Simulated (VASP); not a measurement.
NiO, 16 atoms in the cell. It takes space group Fm-3m (No. 225, cubic). The conventional cell has a = 4.196 Å, b = 4.196 Å, c = 4.196 Å, α = 90.00°, β = 90.00°, γ = 90.00°. Ni (site symmetry m-3m) has 6 O at 2.10 Å as nearest neighbours. Around O (site symmetry m-3m) lie 6 Ni at 2.10 Å. 

```yaml
Program: VASP 6.6.1
Task: single point
Functional: PBE
Potentials_or_basis: VASP PAW PBE potentials, release 64 (Ni, O)
Cutoff: 450 eV
k_mesh: 2 × 2 × 2
Occupations: gaussian, width 0.01 eV
Spin: collinear spin, ferromagnetic start
Starting_moments: "[2.0, 2.0, 2.0, 2.0, 2.0, 2.0, 2.0, 2.0, 0.2, 0.2, 0.2, 0.2, 0.2, 0.2, 0.2, 0.2] μB"
Hubbard_terms: Ni d U = 6.2 eV
Monkhorst-Pack_mesh: no
Further_INCAR_settings: PREC = Normal; LREAL = Auto; ALGO = Normal; EDIFF = 1e-07; AMIX = 0.2; BMIX = 0.0001
```

Potentials or basis: VASP PAW PBE potentials, release 64 (Ni, O).

Launch:

```sh
$ cat potpaw_PBE.64/Ni/POTCAR potpaw_PBE.64/O/POTCAR > POTCAR
$ mpirun -np 1 vasp_std > vasp.out
```

Hardware: 1 thread of Intel(R) Xeon(R) Platinum 8488C (Sapphire Rapids) (shared host).

**Question.** Estimate the wall time of this run.

**Answer.** Wall time 71 s on 1 thread of Intel(R) Xeon(R) Platinum 8488C (Sapphire Rapids), with other jobs on the host, peak memory 0.22 GiB. Counts: scf iterations 21, k points 3.
